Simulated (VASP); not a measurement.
A convergence study with VASP on Re (hcp): one setting is varied, all else stays as given below, so the limit is that of these other settings. The cell's lengths are 1 % over those of the tabulated start and one atom is moved, so it is off equilibrium.

```yaml
crystal:
  lattice:
    - [1.39380, -2.41413, 0.00000]
    - [1.39380, 2.41413, 0.00000]
    - [0.00000, 0.00000, 4.50460]
  atoms:
    - { symbol: Re, position: [0.33333, 0.66667, 0.25000] }
    - { symbol: Re, position: [0.68841, 0.35507, 0.75000] }
```

Level of theory: PBEsol GGA, VASP's PBE PAW potentials (set 64) (plane waves; VASP 6.6.1). The tightest run used: 1000 eV cut-off, 17×17×9 Γ-centred mesh, first-order Methfessel-Paxton smearing of 0.10 eV, potentials Re.

**Question.** The settings run are ENCUT = 150; ENCUT = 200; ENCUT = 250; ENCUT = 300; ENCUT = 350; ENCUT = 400; ENCUT = 450; ENCUT = 500; ENCUT = 550; ENCUT = 600; ENCUT = 650; ENCUT = 700; ENCUT = 750; ENCUT = 800; ENCUT = 850; ENCUT = 1000. From which on does the energy per atom stay within 0.01 eV/atom of the tightest run?

**Answer.** From ENCUT = 350 on: it is off by 0.0040 there and by no more than 0.01 in any finer run, while ENCUT = 300 is off by 0.0161.
| setting | E (eV/atom) | pressure (GPa) | largest force (eV/Å) | plane waves | difference judged (eV/atom) |
|---|---|---|---|---|---|
| ENCUT = 150 | -10.7471 | -235.49 | 0.092 | 135 | 2.5904 |
| ENCUT = 200 | -13.2957 | -30.04 | 0.256 | 214 | 0.0418 |
| ENCUT = 250 | -13.3030 | -16.17 | 0.270 | 287 | 0.0345 |
| ENCUT = 300 | -13.3214 | -16.49 | 0.270 | 373 | 0.0161 |
| ENCUT = 350 | -13.3335 | -15.41 | 0.275 | 472 | 0.0040 |
| ENCUT = 400 | -13.3360 | -14.72 | 0.275 | 568 | 0.0015 |
| ENCUT = 450 | -13.3361 | -14.66 | 0.275 | 673 | 0.0014 |
| ENCUT = 500 | -13.3366 | -14.74 | 0.276 | 782 | 0.0009 |
| ENCUT = 550 | -13.3374 | -14.71 | 0.276 | 905 | 0.0001 |
| ENCUT = 600 | -13.3378 | -14.63 | 0.276 | 1038 | 0.0003 |
| ENCUT = 650 | -13.3379 | -14.60 | 0.276 | 1164 | 0.0004 |
| ENCUT = 700 | -13.3379 | -14.61 | 0.276 | 1299 | 0.0004 |
| ENCUT = 750 | -13.3378 | -14.58 | 0.276 | 1442 | 0.0003 |
| ENCUT = 800 | -13.3376 | -14.58 | 0.276 | 1575 | 0.0001 |
| ENCUT = 850 | -13.3375 | -14.58 | 0.276 | 1743 | 0.0000 |
| ENCUT = 1000 | -13.3375 | -14.58 | 0.276 | 2200 | 0.0000 |

Left out are rungs that failed or repeat a setting and relaxations that didn't move; long series are thinned to 24 rows.

The compound is Re in the hcp structure. The cell was not relaxed at this level, it is distorted from the ideal structure.
